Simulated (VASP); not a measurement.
All values below come from PBE GGA, VASP's PBE PAW potentials (set 64) (plane waves; VASP).

Input for VASP

**POSCAR**
```
C
1
    0.0000000000     1.7605633512     1.7605633512
    1.7605633512     0.0000000000     1.7605633512
    1.7605633512     1.7605633512    -0.0000000000
C
2
Direct
  0.0000000000   0.0000000000   0.0000000000
  0.2500000000   0.2500000000   0.2500000000
```

INCAR:
```
LWAVE = .False.
PSTRESS = 200   ! kbar
ISMEAR = 0   ! Gaussian
SIGMA = 0.05
GGA = PE   ! PBE
IBRION = 2
SYSTEM = C
ALGO = Normal   ! blocked Davidson
EDIFFG = -0.02
PREC = Accurate
LCHARG = .False.
EDIFF = 1E-6   ! SCF stop (eV)
NSW = 40   ! most ionic steps
LASPH = .True.   ! aspherical one-centre terms
ENCUT = 620   ! plane-wave cut-off (eV)
NELM = 100
LREAL = .False.
ISIF = 3   ! ions, shape and volume
```

**KPOINTS**
```
Automatic mesh
0
Gamma
13 13 13
```

POTCAR, in this order: C (PBE.64 set). Program: vasp_std.

The resulting files:

File OSZICAR:
```
       N       E                     dE             d eps       ncg     rms          rms(c)
DAV:   1     0.238732692358E+01    0.23873E+01   -0.57459E+03  1384   0.115E+03
DAV:   2    -0.187391653848E+02   -0.21126E+02   -0.20619E+02  2120   0.124E+02
DAV:   3    -0.188756017490E+02   -0.13644E+00   -0.13644E+00  1456   0.132E+01
DAV:   4    -0.188757874492E+02   -0.18570E-03   -0.18570E-03  1920   0.507E-01
DAV:   5    -0.188757875003E+02   -0.51125E-07   -0.51125E-07  1432   0.638E-03    0.581E+00
DAV:   6    -0.183400282492E+02    0.53576E+00   -0.40847E-01  1392   0.517E+00    0.349E+00
DAV:   7    -0.181598922686E+02    0.18014E+00   -0.44722E-01  1584   0.552E+00    0.819E-01
DAV:   8    -0.181612015986E+02   -0.13093E-02   -0.18628E-03  1392   0.521E-01    0.481E-02
DAV:   9    -0.181612130366E+02   -0.11438E-04   -0.13138E-04  1944   0.103E-01    0.273E-02
DAV:  10    -0.181612257547E+02   -0.12718E-04   -0.12882E-05  1392   0.427E-02    0.651E-03
DAV:  11    -0.181612255843E+02    0.17043E-06   -0.36327E-08   928   0.223E-03
   1 F= -.16798826E+02 E0= -.16798826E+02  d E =-.167988E+02
```

OUTCAR:
```
------------------------ aborting loop because EDIFF is reached ----------------------------------------
  FORCE on cell =-STRESS in cart. coord.  units (eV):
  Direction    XX          YY          ZZ          XY          YZ          ZX
  --------------------------------------------------------------------------------------
  Total        1.3602204      1.3602204      1.3602204     -0.0000000     -0.0000000     -0.0000000
  in kB      199.6801477    199.6801477    199.6801477     -0.0000000     -0.0000000     -0.0000000
  external PRESSURE =      -0.3198523 kB  Pullay stress =     200.0000000 kB
  volume of cell :       10.91
      direct lattice vectors                 reciprocal lattice vectors
     0.000000000  1.760563351  1.760563351    -0.284000005  0.284000005  0.284000005
     1.760563351  0.000000000  1.760563351     0.284000005 -0.284000005  0.284000005
     1.760563351  1.760563351  0.000000000     0.284000005  0.284000005 -0.284000005
 POSITION                                       TOTAL-FORCE (eV/Angst)
 -----------------------------------------------------------------------------------
      0.00000      0.00000      0.00000         0.000000      0.000000      0.000000
      0.88028      0.88028      0.88028        -0.000000     -0.000000     -0.000000
 -----------------------------------------------------------------------------------
    total drift:                                0.000000      0.000000      0.000000
  FREE ENERGIE OF THE ION-ELECTRON SYSTEM (eV)
  ---------------------------------------------------
  free  energy   TOTEN  =       -18.1612255843 eV

  energy  without entropy=      -18.1612255843  energy(sigma->0) =      -18.16122558
  enthalpy is  TOTEN    =       -16.7988263832 eV   P V=        1.3623992011

 reached required accuracy - stopping structural energy minimisation
```
(Selected blocks of OUTCAR.)

### OUTCAR
```
 val. band max:       10.2942387693   @ k =   0.0000   0.0000   0.0000

 cond. band min:      14.5215644811   @ k =   0.3846   0.3846   0.0000


 Fermi energy:        10.5215240243

 k-point     1 :       0.0000    0.0000    0.0000
  band No.  band energies     occupation
      1     -11.7079      2.00000
      2      10.2942      2.00000
      3      10.2942      2.00000
      4      10.2942      2.00000
      5      15.9914      0.00000
      6      15.9914      0.00000
      7      15.9914      0.00000
      8      24.5216      0.00000

 k-point     2 :       0.0769    0.0000    0.0000
  band No.  band energies     occupation
      1     -11.5395      2.00000
      2       9.1952      2.00000
      3      10.0034      2.00000
      4      10.0034      2.00000
      5      16.3727      0.00000
      6      16.3727      0.00000
      7      16.6609      0.00000
      8      24.6370      0.00000

 k-point     3 :       0.1538    0.0000    0.0000
  band No.  band energies     occupation
      1     -11.0364      2.00000
      2       6.8629      2.00000
      3       9.3497      2.00000
      4       9.3497      2.00000
      5      17.2322      0.00000
      6      17.2322      0.00000
      7      17.7730      0.00000
      8      24.9674      0.00000

 k-point     4 :       0.2308    0.0000    0.0000
  band No.  band energies     occupation
      1     -10.2042      2.00000
      2       4.1925      2.00000
      3       8.6442      2.00000
      4       8.6442      2.00000
      5      18.0928      0.00000
      6      18.0928      0.00000
      7      18.6367      0.00000
      8      25.4416      0.00000

 k-point     5 :       0.3077    0.0000    0.0000
  band No.  band energies     occupation
      1      -9.0551      2.00000
      2       1.5208      2.00000
      3       8.0493      2.00000
      4       8.0493      2.00000
      5      18.6474      0.00000
      6      18.6474      0.00000
      7      19.1892      0.00000
...
```

The compound is C in the diamond structure. It was relaxed first under an external pressure of 20 GPa.
